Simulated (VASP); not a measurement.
Computed with vdW-DF-cx, VASP's PBE PAW potentials (set 64) (plane waves; VASP 6.6.1).

VASP input:

### POSCAR
```
Au
2.8945860
  0.0000000000   0.7071066806   0.7071066806
  0.7071066806   0.0000000000   0.7071066806
  0.7071066806   0.7071066806   0.0000000000
Au
1
Direct
  0.0000000000   0.0000000000   0.0000000000
```

### KPOINTS
```
Automatic mesh
0
Gamma
17 17 17
0 0 0
```

### INCAR
```
! general
SYSTEM    =  Au
PREC      =  Accurate
ENCUT     =  520   ! plane-wave cut-off (eV)
LREAL     =  .FALSE.   ! projection in real space or not
LASPH     =  .TRUE.

! electronic loop
EDIFF     =  1E-7   ! SCF stop (eV)
NELM      =  100   ! most electronic steps
ALGO      =  Normal
LMAXMIX   =  6   ! l cut-off of mixed one-centre charges

! smearing
ISMEAR    =  -5   ! tetrahedra, Bloechl

! functional
GGA       =  CX
LUSE_VDW  =  .TRUE.
AGGAC     =  0.0

! ions
ISIF      =  2

! output
LWAVE     =  .FALSE.
LCHARG    =  .TRUE.
LORBIT    =  11   ! lm-projected
NEDOS     =  601
```

POTCAR, in this order: Au (PBE.64 set). Program: vasp_std.

The run wrote:

### OSZICAR
```
       N       E                     dE             d eps       ncg     rms          rms(c)
DAV:   1     0.457375102840E+02    0.45738E+02   -0.57814E+03  3186   0.108E+03
DAV:   2    -0.816434232308E+00   -0.46554E+02   -0.43899E+02  3080   0.200E+02
DAV:   3    -0.121439198502E+01   -0.39796E+00   -0.39772E+00  3539   0.197E+01
DAV:   4    -0.121542777081E+01   -0.10358E-02   -0.10359E-02  3304   0.106E+00
DAV:   5    -0.121543443894E+01   -0.66681E-05   -0.66681E-05  3328   0.824E-02    0.927E+00
DAV:   6    -0.929813847886E+00    0.28562E+00   -0.93879E-01  3032   0.943E+00    0.578E+00
DAV:   7    -0.909079104281E+00    0.20735E-01   -0.80338E-02  3214   0.270E+00    0.277E+00
DAV:   8    -0.906401615464E+00    0.26775E-02   -0.17818E-03  3154   0.486E-01    0.256E-01
DAV:   9    -0.906391321893E+00    0.10294E-04   -0.75307E-06  3303   0.324E-02    0.132E-02
DAV:  10    -0.906395610961E+00   -0.42891E-05   -0.21578E-06  3245   0.187E-02    0.225E-03
DAV:  11    -0.906395581701E+00    0.29260E-07   -0.44375E-08  2331   0.210E-03
   1 F= -.90639558E+00 E0= -.90639558E+00  d E =0.000000E+00
```

**OUTCAR**
```
------------------------ aborting loop because EDIFF is reached ----------------------------------------
  FORCE on cell =-STRESS in cart. coord.  units (eV):
  Direction    XX          YY          ZZ          XY          YZ          ZX
  --------------------------------------------------------------------------------------
  Total        0.0005888      0.0005888      0.0005888      0.0000000      0.0000000      0.0000000
  in kB        0.0550120      0.0550120      0.0550120      0.0000000      0.0000000      0.0000000
  external PRESSURE =       0.0550120 kB  Pullay stress =       0.0000000 kB
  volume of cell :       17.15
      direct lattice vectors                 reciprocal lattice vectors
     0.000000000  2.046781098  2.046781098    -0.244286016  0.244286016  0.244286016
     2.046781098  0.000000000  2.046781098     0.244286016 -0.244286016  0.244286016
     2.046781098  2.046781098  0.000000000     0.244286016  0.244286016 -0.244286016
 POSITION                                       TOTAL-FORCE (eV/Angst)
 -----------------------------------------------------------------------------------
      0.00000      0.00000      0.00000         0.000000      0.000000      0.000000
 -----------------------------------------------------------------------------------
    total drift:                               -0.000000      0.000000     -0.000000
  FREE ENERGIE OF THE ION-ELECTRON SYSTEM (eV)
  ---------------------------------------------------
  free  energy   TOTEN  =        -0.9063955817 eV

  energy  without entropy=       -0.9063955817  energy(sigma->0) =       -0.90639558

 total charge

# of ion       s       p       d       tot
------------------------------------------
    1        0.536   0.352   8.760   9.648
```
(Selected blocks of OUTCAR.)

For a metal the tetrahedron method with Blöchl corrections gives inexact stress and forces.

The compound is Au in the fcc structure. It was relaxed first.
